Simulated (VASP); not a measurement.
VASP ran on this input.

### KPOINTS
```
Regular mesh
0
Gamma
  15 15 9
```

File POSCAR:
```
Ru
1
    1.3610575531    -2.3574209918     0.0000000000
    1.3610575531     2.3574209918     0.0000000000
    0.0000000000     0.0000000000     4.2896584634
Ru
2
Direct
  0.3333330000   0.6666670000   0.2500000000
  0.6666670000   0.3333330000   0.7500000000
```

**INCAR**
```
# general
SYSTEM  = Ru
PREC    = Accurate
ENCUT   = 520   # plane-wave cut-off (eV)
LREAL   = F   # projection in real space or not
LASPH   = T   # aspherical one-centre terms

# electronic loop
EDIFF   = 1E-7
NELM    = 100   # most electronic steps
ALGO    = Normal   # blocked Davidson
LMAXMIX = 4   # l cut-off of mixed one-centre charges

# smearing
ISMEAR  = 1
SIGMA   = 0.1   # width (eV)

# functional
GGA     = PE   # PBE

# ions
IBRION  = 2   # conjugate gradients
NSW     = 30
ISIF    = 4
EDIFFG  = -0.01

# output
LWAVE   = F
LCHARG  = F
```

POTCAR, in this order: Ru_pv (PBE.64 set). Program: vasp_std.

### Question
Translate this PBE calculation to Quantum ESPRESSO's pw.x.

### Answer
One equivalent input (not run):
```
&CONTROL
  calculation = 'vc-relax'
  pseudo_dir = './pseudo'
  outdir = './out'
  tprnfor = .true.
  tstress = .true.
  nstep = 30
  forc_conv_thr = 0.00039
/
&SYSTEM
  ibrav = 0
  nat = 2
  ntyp = 1
  ecutwfc = 84
  occupations = 'smearing'
  smearing = 'methfessel-paxton'
  degauss = 0.00735
  input_dft = 'pbe'
/
&ELECTRONS
  conv_thr = 7.3e-09
  electron_maxstep = 100
/
&IONS
/
&CELL
  cell_dofree = 'shape'
/
ATOMIC_SPECIES
  Ru 101.070 Ru.upf
CELL_PARAMETERS angstrom
     1.3610576   -2.3574210    0.0000000
     1.3610576    2.3574210    0.0000000
     0.0000000    0.0000000    4.2896585
ATOMIC_POSITIONS crystal
  Ru   0.3333330  0.6666670  0.2500000
  Ru   0.6666670  0.3333330  0.7500000
K_POINTS automatic
  15 15 9 0 0 0
```
The two are equivalent in intent, not identical: the potentials are each code's own (VASP's PAW set, PseudoDojo norm-conserving files in pw.x), so ENCUT and ecutwfc are chosen apart and not converted; conv_thr bounds pw.x's estimated SCF error, while EDIFF bounds the energy change between steps; forc_conv_thr acts on force components and is met together with etot_conv_thr.

The compound is Ru in the hcp structure. This run relaxes it. Symmetry was kept, so distortions that lower it aren't found.
